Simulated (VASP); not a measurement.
Energy against volume of PbS (rock salt). Level of theory: optB88-vdW, VASP's PBE PAW potentials (set 64) (plane waves; VASP 6.6.1). Numerical set-up: 520 eV cut-off, 8×8×8 Γ-centred mesh, Gaussian smearing of 0.050 eV, potentials Pb_d S.

| V (Å³/atom) | E (eV/atom) |
|---|---|
| 26.049 | -2.06407 |
| 26.855 | -2.06912 |
| 27.661 | -2.06565 |
| 28.466 | -2.05490 |

### Question
Fit these four points and predict the energy of the run at 25.244 Å³/atom.

### Answer
A cubic in V^(−2/3), the third-order Birch-Murnaghan form, passes through the four points with V0 = 26.91 Å³/atom and B0 = 56 GPa, and gives -2.0491 eV/atom there. The run gave -2.0490 eV/atom, +0.1 meV/atom from the fit; all five points give B0 = 56 GPa.

The compound is PbS in the rock salt structure. It was relaxed first.
